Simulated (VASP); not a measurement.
Crystal: InRh.

```
In Rh
1.0
     3.23703    0.00000    0.00000
     0.00000    3.23703    0.00000
     0.00000    0.00000    3.23703
In Rh
1 1
Cartesian
  1.6185 1.6185 1.6185
  0.0000 0.0000 0.0000
```

| Quantity | Value |
| --- | --- |
| Program | VASP 6.6.1 |
| Task | relaxation of cell and atoms |
| Functional | PBEsol |
| Potentials or basis | VASP PAW PBE potentials, release 64 (In_d, Rh_pv) |
| Cutoff | 600 eV |
| k mesh | 14 × 14 × 14 |
| Occupations | gaussian, width 0.1 eV |
| Spin | no spin polarisation |

At the start: pressure -6.9 GPa; volume 16.96 Å³/atom.

**Question.** How do energy, volume and symmetry change on relaxing?

**Answer.** Over 6 steps the energy falls by 16.3 meV/atom and the volume is 16.24 Å³/atom (-4.3 %); space group Pm-3m (No. 221, to 0.05 Å).

Step by step:
| step | energy change (eV) | largest force (eV/Å) | pressure (GPa) | volume (Å³) |
| --- | --- | --- | --- | --- |
| 1 | 0.0000 | 0.0000 | -6.88 | 33.92 |
| 2 | 0.0440 | 0.0000 | 13.07 | 30.47 |
| 3 | -0.0325 | 0.0000 | -0.09 | 32.49 |
| 4 | -0.0325 | 0.0000 | 0.06 | 32.46 |
| 5 | -0.0325 | 0.0000 | -0.15 | 32.49 |
| 6 | -0.0325 | 0.0000 | 0.01 | 32.47 |

Final structure:
```yaml
crystal:
  lattice:
    - [3.19029, 0.00000, 0.00000]
    - [0.00000, 3.19029, 0.00000]
    - [0.00000, 0.00000, 3.19029]
  atoms:
    - { symbol: In, position: [0.50000, 0.50000, 0.50000] }
    - { symbol: Rh, position: [0.00000, 0.00000, 0.00000] }
```

Caveat: the PAW data sets were made with another functional, which shifts forces and pressure a little.
